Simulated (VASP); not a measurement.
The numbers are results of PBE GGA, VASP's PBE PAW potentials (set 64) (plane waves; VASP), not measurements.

Input for VASP

INCAR:
```
ALGO = Normal
EDIFF = 1E-6
ENCUT = 400
GGA = PE
ISIF = 2
ISMEAR = 1
LASPH = .True.
LCHARG = .False.
LMAXMIX = 6
LREAL = .False.
LWAVE = .False.
NELM = 100
PREC = Single
SIGMA = 0.1
SYSTEM = Pt3Ti
```

KPOINTS:
```
K-points
0
gamma
  7 7 7
```

POSCAR:
```
Pt3Ti
1
    3.9200000000     0.0000000000     0.0000000000
    0.0000000000     3.9200000000     0.0000000000
    0.0000000000     0.0000000000     3.9200000000
Ti Pt
1 3
Direct
  0.0000000000   0.0000000000   0.0000000000
  0.0000000000   0.5000000000   0.5000000000
  0.5000000000   0.0000000000   0.5000000000
  0.5000000000   0.5000000000   0.0000000000
```

POTCAR, in this order: Ti_sv Pt (PBE.64 set). Program: vasp_std.

Unless said otherwise, spin-orbit coupling is left out, though it shifts the bands of the heavy elements here.

Question: What does the run give for the energy per atom (σ→0), pressure, band gap (on the k-mesh)?

Answer: 
```yaml
energy per atom (σ→0): -7.380 eV/atom
band gap (on the k-mesh): none (metal, semimetal or under 0.01 eV)
pressure: 4.81 GPa
```

File OSZICAR:
```
...
DAV:  10    -0.295214947269E+02    0.54737E-01   -0.33482E-01  1431   0.393E+00    0.324E-01
DAV:  11    -0.295240375931E+02   -0.25429E-02   -0.63469E-03  1326   0.596E-01    0.509E-01
DAV:  12    -0.295218429029E+02    0.21947E-02   -0.14392E-02  1497   0.706E-01    0.104E-01
DAV:  13    -0.295218172256E+02    0.25677E-04   -0.19477E-04  1112   0.100E-01    0.620E-02
DAV:  14    -0.295218125237E+02    0.47020E-05   -0.28756E-05  1298   0.371E-02    0.499E-02
DAV:  15    -0.295217932904E+02    0.19233E-04   -0.91628E-05  1500   0.614E-02    0.572E-03
DAV:  16    -0.295217936052E+02   -0.31485E-06   -0.13797E-06   730   0.816E-03
   1 F= -.29521794E+02 E0= -.29521625E+02  d E =-.507185E-03
```

The compound is Pt3Ti in the L1_2 structure. The cell was not relaxed at this level. The run is one of a series of settings (PREC = Single against the base run), some of them coarse on purpose.
